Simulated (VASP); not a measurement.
These are PBE GGA, VASP's PBE PAW potentials (set 64) (plane waves; VASP) values and carry that method's errors.

A VASP calculation is set up with these files.

INCAR:
```
# general
SYSTEM  = ZnS
PREC    = Accurate
ENCUT   = 500   # plane-wave cut-off (eV)
LREAL   = .FALSE.   # projection in real space or not
LASPH   = .TRUE.   # aspherical one-centre terms

# electronic loop
EDIFF   = 1E-6   # SCF stop (eV)
NELM    = 100   # most electronic steps
ALGO    = Normal
LMAXMIX = 4

# smearing
ISMEAR  = 0
SIGMA   = 0.05

# functional
GGA     = PE   # PBE

# ions
IBRION  = 2   # conjugate gradients
NSW     = 40
ISIF    = 3   # ions, shape and volume
EDIFFG  = -0.02
PSTRESS = 50

# output
LWAVE   = .FALSE.
LCHARG  = .FALSE.
```

### POSCAR
```
ZnS
1.0
  0.0000000000   2.6673729343   2.6673729343
  2.6673729343   0.0000000000   2.6673729343
  2.6673729343   2.6673729343   0.0000000000
Zn S
1 1
direct
  0.0000000000   0.0000000000   0.0000000000
  0.2500000000   0.2500000000   0.2500000000
```

File KPOINTS:
```
Automatic mesh
0
Gamma
9 9 9
0 0 0
```

POTCAR, in this order: Zn S (PBE.64 set). Program: vasp_std.

What VASP printed:

**OSZICAR**
```
       N       E                     dE             d eps       ncg     rms          rms(c)
DAV:   1     0.876505313452E+02    0.87651E+02   -0.91337E+03   910   0.163E+03
DAV:   2    -0.125218179340E+01   -0.88903E+02   -0.84778E+02   980   0.281E+02
DAV:   3    -0.717023356660E+01   -0.59181E+01   -0.58917E+01  1130   0.735E+01
DAV:   4    -0.724452816142E+01   -0.74295E-01   -0.74272E-01  1025   0.870E+00
DAV:   5    -0.724569272601E+01   -0.11646E-02   -0.11645E-02  1115   0.108E+00    0.764E+00
DAV:   6    -0.683256286801E+01    0.41313E+00   -0.96684E-01  1316   0.377E+01    0.585E+00
DAV:   7    -0.681597481159E+01    0.16588E-01   -0.37350E-01   965   0.605E+00    0.289E+00
DAV:   8    -0.681539866375E+01    0.57615E-03   -0.57561E-03  1050   0.810E-01    0.857E-01
DAV:   9    -0.681562451271E+01   -0.22585E-03   -0.12845E-03  1038   0.337E-01    0.118E-01
DAV:  10    -0.681575882706E+01   -0.13431E-03   -0.12713E-04  1045   0.111E-01    0.512E-02
DAV:  11    -0.681577971368E+01   -0.20887E-04   -0.25764E-05  1005   0.466E-02    0.639E-03
DAV:  12    -0.681578030004E+01   -0.58635E-06   -0.23108E-06  1045   0.118E-02
   1 F= -.56312651E+01 E0= -.56312651E+01  d E =-.563127E+01
```

**OUTCAR**
```
------------------------ aborting loop because EDIFF is reached ----------------------------------------
  FORCE on cell =-STRESS in cart. coord.  units (eV):
  Direction    XX          YY          ZZ          XY          YZ          ZX
  --------------------------------------------------------------------------------------
  Total        1.1763521      1.1763521      1.1763521      0.0000000      0.0000000      0.0000000
  in kB       49.6554257     49.6554257     49.6554257      0.0000000      0.0000000      0.0000000
  external PRESSURE =      -0.3445743 kB  Pullay stress =      50.0000000 kB
  volume of cell :       37.96
      direct lattice vectors                 reciprocal lattice vectors
     0.000000000  2.667372934  2.667372934    -0.187450354  0.187450354  0.187450354
     2.667372934  0.000000000  2.667372934     0.187450354 -0.187450354  0.187450354
     2.667372934  2.667372934  0.000000000     0.187450354  0.187450354 -0.187450354
  FREE ENERGIE OF THE ION-ELECTRON SYSTEM (eV)
  ---------------------------------------------------
  free  energy   TOTEN  =        -6.8157803000 eV

  energy  without entropy=       -6.8157803000  energy(sigma->0) =       -6.81578030
  enthalpy is  TOTEN    =        -5.6312651005 eV   P V=        1.1845151995

 reached required accuracy - stopping structural energy minimisation
```
(Selected blocks of OUTCAR.)

File OUTCAR:
```
 val. band max:        2.4765845620   @ k =   0.0000   0.0000   0.0000

 cond. band min:       4.7623586280   @ k =   0.0000   0.0000   0.0000


 Fermi energy:         2.7629099486

 k-point     1 :       0.0000    0.0000    0.0000
  band No.  band energies     occupation
      1     -10.9417      2.00000
      2      -4.0253      2.00000
      3      -4.0252      2.00000
      4      -4.0252      2.00000
      5      -3.4799      2.00000
      6      -3.4799      2.00000
      7       2.4766      2.00000
      8       2.4766      2.00000
      9       2.4766      2.00000
     10       4.7624      0.00000
     11       8.8428      0.00000
     12       8.8428      0.00000
     13       8.8428      0.00000

 k-point     2 :       0.1111    0.0000    0.0000
  band No.  band energies     occupation
      1     -10.8424      2.00000
      2      -4.0277      2.00000
      3      -4.0070      2.00000
      4      -4.0070      2.00000
      5      -3.4816      2.00000
      6      -3.4816      2.00000
      7       1.5253      2.00000
      8       2.3494      2.00000
      9       2.3494      2.00000
     10       5.4623      0.00000
     11       8.7714      0.00000
     12       9.0601      0.00000
     13       9.0601      0.00000

 k-point     3 :       0.2222    0.0000    0.0000
  band No.  band energies     occupation
      1     -10.5737      2.00000
      2      -4.0060      2.00000
      3      -3.9640      2.00000
      4      -3.9640      2.00000
      5      -3.4805      2.00000
      6      -3.4805      2.00000
      7      -0.0541      2.00000
      8       2.0558      2.00000
      9       2.0558      2.00000
     10       6.0427      0.00000
     11       9.2472      0.00000
     12       9.4381      0.00000
     13       9.4381      0.00000

 k-point     4 :       0.3333    0.0000    0.0000
  band No.  band energies     occupation
      1     -10.2305      2.00000
      2      -3.9234      2.00000
      3      -3.9234      2.00000
...
```

The compound is ZnS in the zinc blende structure. It was relaxed first under an external pressure of 5 GPa.
